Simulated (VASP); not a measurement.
Level of theory: PBEsol GGA, VASP's PBE PAW potentials (set 64) (plane waves; VASP).

VASP ran on this input.

### INCAR
```
# general
SYSTEM =Br
PREC   =Accurate
ENCUT  =400   # plane-wave cut-off (eV)
LREAL  =.False.   # projection in real space or not
LASPH  =.True.

# electronic loop
EDIFF  =1E-6
NELM   =100
ALGO   =Normal
LMAXMIX=4   # l cut-off of mixed one-centre charges

# smearing
ISMEAR =0   # Gaussian
SIGMA  =0.05   # width (eV)

# functional
GGA    =PS

# ions
IBRION =2   # conjugate gradients
NSW    =60   # most ionic steps
ISIF   =3
EDIFFG =-0.01   # ionic stop

# output
LWAVE  =.False.
LCHARG =.False.
```

### KPOINTS
```
Automatic mesh
0
Gamma
9 9 9
0 0 0
```

### POSCAR
```
Br
1
   -1.8757770000     1.8757770000     1.8757770000
    1.8757770000    -1.8757770000     1.8757770000
    1.8757770000     1.8757770000    -1.8757770000
Br
1
Direct
  0.0000000000   0.0000000000   0.0000000000
```

POTCAR, in this order: Br (PBE.64 set). Program: vasp_std.

Output of the run:

OSZICAR:
```
       N       E                     dE             d eps       ncg     rms          rms(c)
DAV:   1     0.183557561928E+02    0.18356E+02   -0.25779E+03   490   0.626E+02
DAV:   2    -0.777915646397E+00   -0.19134E+02   -0.18837E+02   707   0.101E+02
DAV:   3    -0.127564215963E+01   -0.49773E+00   -0.48815E+00   581   0.184E+01
DAV:   4    -0.127668583569E+01   -0.10437E-02   -0.10436E-02   805   0.982E-01
DAV:   5    -0.127668662037E+01   -0.78468E-06   -0.78475E-06   581   0.174E-02    0.414E+00
DAV:   6    -0.127556166929E+01    0.11250E-02   -0.30625E-03   616   0.380E-01    0.255E+00
DAV:   7    -0.127577686974E+01   -0.21520E-03   -0.44471E-03   567   0.478E-01    0.844E-02
DAV:   8    -0.127570668081E+01    0.70189E-04   -0.33307E-04   553   0.113E-01    0.839E-03
DAV:   9    -0.127570757629E+01   -0.89548E-06   -0.25529E-06   742   0.169E-02
   1 F= -.12757076E+01 E0= -.12736782E+01  d E =-.127571E+01
       N       E                     dE             d eps       ncg     rms          rms(c)
DAV:   1    -0.141714906711E+01   -0.14144E+00   -0.31610E+00   490   0.132E+01    0.174E+00
DAV:   2    -0.131968621989E+01    0.97463E-01   -0.13127E-01   546   0.248E+00    0.751E-01
DAV:   3    -0.129357457708E+01    0.26112E-01   -0.94502E-02   497   0.200E+00    0.654E-01
DAV:   4    -0.129354993240E+01    0.24645E-04   -0.32748E-04   637   0.176E-01    0.340E-01
DAV:   5    -0.129353785265E+01    0.12080E-04   -0.12195E-04   553   0.963E-02    0.354E-02
DAV:   6    -0.129353592057E+01    0.19321E-05   -0.80222E-07   511   0.932E-03    0.221E-02
DAV:   7    -0.129353571579E+01    0.20478E-06   -0.31054E-07   280   0.396E-03
   2 F= -.12935357E+01 E0= -.12916269E+01  d E =-.178281E-01
       N       E                     dE             d eps       ncg     rms          rms(c)
DAV:   1    -0.130164833417E+01   -0.81124E-02   -0.18603E-01   490   0.315E+00    0.436E-01
DAV:   2    -0.129590097402E+01    0.57474E-02   -0.77502E-03   532   0.611E-01    0.188E-01
DAV:   3    -0.129435777563E+01    0.15432E-02   -0.53429E-03   497   0.477E-01    0.184E-01
DAV:   4    -0.129436300803E+01   -0.52324E-05   -0.44969E-05   595   0.650E-02    0.621E-02
DAV:   5    -0.129435639546E+01    0.66126E-05   -0.14302E-05   511   0.238E-02    0.889E-03
DAV:   6    -0.129435617042E+01    0.22504E-06   -0.82976E-08   322   0.299E-03
   3 F= -.12943562E+01 E0= -.12924687E+01  d E =-.186486E-01
```

OUTCAR:
```
------------------------ aborting loop because EDIFF is reached ----------------------------------------
  FORCE on cell =-STRESS in cart. coord.  units (eV):
  Direction    XX          YY          ZZ          XY          YZ          ZX
  --------------------------------------------------------------------------------------
  Total       -0.0023549     -0.0023549     -0.0023549      0.0000000      0.0000000      0.0000000
  in kB       -0.1548851     -0.1548851     -0.1548851      0.0000000      0.0000000      0.0000000
  external PRESSURE =      -0.1548851 kB  Pullay stress =       0.0000000 kB
  volume of cell :       24.36
      direct lattice vectors                 reciprocal lattice vectors
    -1.826154393  1.826154393  1.826154393     0.000000000  0.273799413  0.273799413
     1.826154393 -1.826154393  1.826154393     0.273799413  0.000000000  0.273799413
     1.826154393  1.826154393 -1.826154393     0.273799413  0.273799413  0.000000000
 POSITION                                       TOTAL-FORCE (eV/Angst)
 -----------------------------------------------------------------------------------
      0.00000      0.00000      0.00000         0.000000      0.000000     -0.000000
 -----------------------------------------------------------------------------------
    total drift:                                0.000000     -0.000000      0.000000
  FREE ENERGIE OF THE ION-ELECTRON SYSTEM (eV)
  ---------------------------------------------------
  free  energy   TOTEN  =        -1.2943561704 eV

  energy  without entropy=       -1.2905812533  energy(sigma->0) =       -1.29246871

 reached required accuracy - stopping structural energy minimisation
```
(Selected blocks of OUTCAR.)

**CONTCAR**
```
Br
   1.00000000000000
    -1.8261543931144932    1.8261543931144932    1.8261543931144932
     1.8261543931144932   -1.8261543931144932    1.8261543931144932
     1.8261543931144932    1.8261543931144932   -1.8261543931144932
  Br
     1
Direct
     0.0000000000000000    0.0000000000000000    0.0000000000000000
```

Energy and stress use the plane-wave basis of the starting cell.

The structure was generated: Br was put into the bcc type (Im-3m), which need not be its known phase. This run relaxes it. Symmetry was kept, so distortions that lower it aren't found.
